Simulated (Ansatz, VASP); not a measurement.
## NaC3 in VASP and in Ansatz

```xyz
8
Lattice="2.6023 -5.1722 0.0000 2.6023 5.1722 0.0000 0.0000 0.0000 3.6706" Properties=species:S:1:pos:R:3 pbc="T T T"
Na    2.6023   -1.5547    0.9177
Na    2.6023    1.5547    2.7530
C     2.6023    4.7971    0.9177
C     2.6023   -4.7971    2.7530
C     0.7119    1.0115    0.9177
C     4.4926   -1.0115    2.7530
C     0.7119   -1.0115    2.7530
C     4.4926    1.0115    0.9177
```

Alike in both runs: functional PBE; k mesh 4 × 4 × 6; occupations gaussian, width 0.1 eV; no spin polarisation.

Ansatz relaxed the structure, and its values are those at the end. VASP's run is a single point on that final structure, the one shown.

|  | VASP | Ansatz |
| --- | --- | --- |
| version | VASP 6.6.1 | Ansatz 0.2.0 |
| potentials or method | VASP PAW PBE potentials, release 64 (Na_pv, C) | scalar-relativistic, plane waves, PAW |
| plane-wave cutoff (eV) | 520 | 420 |
| valence electrons in the cell | 38 | 42 |

|  | VASP | Ansatz | Ansatz less VASP |
| --- | --- | --- | --- |
| gap on the k mesh at the Fermi level (eV) | none | none | - |
| pressure (GPa) | 0.3 | 0.0 | -0.33 |
| rms of the force components (eV/Å) | 0.054 | 0.004 | -0.0500 |

A gap of «none» marks a metal or a gap that the smearing closes. The two sets of potentials don't hold the same shells in valence.
